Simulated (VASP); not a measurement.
Shape and ions are relaxed at each volume.

Input:

```cif
data_Ni2Sb2
_chemical_formula_sum 'Ni2 Sb2'
_space_group_name_H-M_alt 'P63/mmc'
_space_group_IT_number 194
_space_group_name_Hall '-P 6c 2c'
_cell_length_a 3.95186
_cell_length_b 3.95186
_cell_length_c 5.13604
_cell_angle_alpha 90.000
_cell_angle_beta 90.000
_cell_angle_gamma 120.000
loop_
_atom_site_label
_atom_site_type_symbol
_atom_site_symmetry_multiplicity
_atom_site_Wyckoff_symbol
_atom_site_fract_x
_atom_site_fract_y
_atom_site_fract_z
_atom_site_occupancy
Ni1 Ni 2 a 0.00000 0.00000 0.00000 1
Sb1 Sb 2 c 0.33333 0.66667 0.25000 1
```

All values below come from rev-vdW-DF2, VASP's PBE PAW potentials (set 64) (plane waves; VASP). Settings: 520 eV cut-off, 9×9×6 Γ-centred mesh, first-order Methfessel-Paxton smearing of 0.10 eV, potentials Ni Sb.

### Question
Give the energy at these volumes per atom, relative to the lowest: 16.36, 16.89, 17.41, 17.93, 18.45 Å³.

### Answer
23.6, 5.0, 0.0, 6.2, 22.0 meV/atom. A third-order Birch-Murnaghan fit gives B0 = 117 GPa and B0′ = 4.8.

The compound is NiSb in the NiAs type structure. It was relaxed first. The run is not spin-polarised, so no magnetic state was tried.
